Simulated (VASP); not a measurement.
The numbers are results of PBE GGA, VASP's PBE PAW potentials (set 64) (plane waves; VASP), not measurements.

A VASP calculation is set up with these files.

**INCAR**
```
ALGO = Normal
EDIFF = 1E-7
ENCUT = 400
GGA = PE
ISIF = 2
ISMEAR = -5
LASPH = .TRUE.
LCHARG = .TRUE.
LMAXMIX = 4
LORBIT = 11
LREAL = .FALSE.
LWAVE = .FALSE.
NEDOS = 601
NELM = 100
PREC = Accurate
SYSTEM = MoSe
```

KPOINTS:
```
kpoints
0
G
13 13 13
0 0 0
```

File POSCAR:
```
MoSe
6.287790
  0.5000000069   0.0000000000   0.0000000000
  0.0000000000   0.5000000069   0.0000000000
  0.0000000000   0.0000000000   0.5000000069
Mo Se
1 1
Cart
  0.0000000000   0.0000000000   0.0000000000
  0.2500000034   0.2500000034   0.2500000034
```

POTCAR, in this order: Mo_sv Se (PBE.64 set). Program: vasp_std.

The run wrote:

File OUTCAR:
```
 ion  position               nearest neighbor table
   1  0.000  0.000  0.000-   2 2.72   2 2.72   2 2.72   2 2.72   2 2.72   2 2.72   2 2.72   2 2.72
  LATTYP: Found a simple cubic cell.
 ALAT       =     3.1438950432
 Subroutine PRICEL returns:
 Original cell was already a primitive cell.
 Subroutine GETGRP returns: Found 48 space group operations
The static configuration has the point symmetry O_h .
The dynamic configuration has the point symmetry O_h .
 Subroutine INISYM returns: Found 48 space group operations
 Subroutine IBZKPT returns following result:
 Found     84 irreducible k-points:

 Following reciprocal coordinates:
            Coordinates               Weight
  0.000000  0.000000  0.000000      1.000000
  0.076923  0.000000  0.000000      6.000000
  0.153846  0.000000  0.000000      6.000000
  0.230769  0.000000  0.000000      6.000000
  0.307692  0.000000  0.000000      6.000000
  0.384615  0.000000  0.000000      6.000000
  0.461538  0.000000  0.000000      6.000000
  0.076923  0.076923  0.000000     12.000000
  0.153846  0.076923  0.000000     24.000000
  0.230769  0.076923  0.000000     24.000000
  0.307692  0.076923  0.000000     24.000000
  0.384615  0.076923  0.000000     24.000000
  0.461538  0.076923  0.000000     24.000000
  0.153846  0.153846  0.000000     12.000000
  0.230769  0.153846  0.000000     24.000000
  0.307692  0.153846  0.000000     24.000000
  0.384615  0.153846  0.000000     24.000000
  0.461538  0.153846  0.000000     24.000000
  0.230769  0.230769  0.000000     12.000000
  0.307692  0.230769  0.000000     24.000000
  0.384615  0.230769  0.000000     24.000000
  0.461538  0.230769  0.000000     24.000000
  0.307692  0.307692  0.000000     12.000000
  0.384615  0.307692  0.000000     24.000000
  0.461538  0.307692  0.000000     24.000000
...
```

### OSZICAR
```
       N       E                     dE             d eps       ncg     rms          rms(c)
DAV:   1     0.111679440680E+03    0.11168E+03   -0.96241E+03  2376   0.115E+03
DAV:   2    -0.119861366676E+02   -0.12367E+03   -0.12167E+03  2958   0.316E+02
DAV:   3    -0.147017228511E+02   -0.27156E+01   -0.26881E+01  2790   0.441E+01
DAV:   4    -0.147145835127E+02   -0.12861E-01   -0.12863E-01  2646   0.326E+00
DAV:   5    -0.147146516712E+02   -0.68158E-04   -0.68201E-04  2754   0.222E-01    0.140E+01
DAV:   6    -0.142649632626E+02    0.44969E+00   -0.21921E+00  2550   0.126E+01    0.503E+00
DAV:   7    -0.142319716104E+02    0.32992E-01   -0.11447E-01  2424   0.260E+00    0.298E+00
DAV:   8    -0.142240892992E+02    0.78823E-02   -0.35860E-02  2652   0.151E+00    0.264E-01
DAV:   9    -0.142240041139E+02    0.85185E-04   -0.61121E-04  2502   0.286E-01    0.888E-02
DAV:  10    -0.142240103872E+02   -0.62733E-05   -0.13267E-04  3226   0.123E-01    0.212E-02
DAV:  11    -0.142240129927E+02   -0.26055E-05   -0.32944E-06  2562   0.210E-02    0.394E-03
DAV:  12    -0.142240135890E+02   -0.59631E-06   -0.11267E-07  1770   0.239E-03    0.120E-03
DAV:  13    -0.142240134340E+02    0.15493E-06   -0.13584E-08  1188   0.105E-03    0.213E-04
DAV:  14    -0.142240134613E+02   -0.27230E-07   -0.10121E-09  1194   0.277E-04
   1 F= -.14224013E+02 E0= -.14224013E+02  d E =0.000000E+00
```

OUTCAR:
```
------------------------ aborting loop because EDIFF is reached ----------------------------------------
  FORCE on cell =-STRESS in cart. coord.  units (eV):
  Direction    XX          YY          ZZ          XY          YZ          ZX
  --------------------------------------------------------------------------------------
  Total       -0.0047419     -0.0047419     -0.0047419     -0.0000000     -0.0000000      0.0000000
  in kB       -0.2444866     -0.2444866     -0.2444866     -0.0000000     -0.0000000      0.0000000
  external PRESSURE =      -0.2444866 kB  Pullay stress =       0.0000000 kB
  volume of cell :       31.07
      direct lattice vectors                 reciprocal lattice vectors
     3.143895043  0.000000000  0.000000000     0.318076776  0.000000000  0.000000000
     0.000000000  3.143895043  0.000000000     0.000000000  0.318076776  0.000000000
     0.000000000  0.000000000  3.143895043     0.000000000  0.000000000  0.318076776
 POSITION                                       TOTAL-FORCE (eV/Angst)
 -----------------------------------------------------------------------------------
      0.00000      0.00000      0.00000         0.000000      0.000000      0.000000
      1.57195      1.57195      1.57195         0.000000      0.000000      0.000000
 -----------------------------------------------------------------------------------
    total drift:                                0.000000      0.000000      0.000000
  FREE ENERGIE OF THE ION-ELECTRON SYSTEM (eV)
  ---------------------------------------------------
  free  energy   TOTEN  =       -14.2240134613 eV

  energy  without entropy=      -14.2240134613  energy(sigma->0) =      -14.22401346

 total charge

# of ion       s       p       d       tot
------------------------------------------
    1        2.234   6.127   4.025  12.386
    2        1.451   2.287   0.147   3.884
--------------------------------------------------
tot          3.685   8.414   4.171  16.270
```
(Selected blocks of OUTCAR.)

For a metal the tetrahedron method with Blöchl corrections gives inexact stress and forces.

The structure was generated: MoSe was put into the CsCl type type (Pm-3m), which need not be its known phase. It was relaxed first, which changed the volume by -31 %.
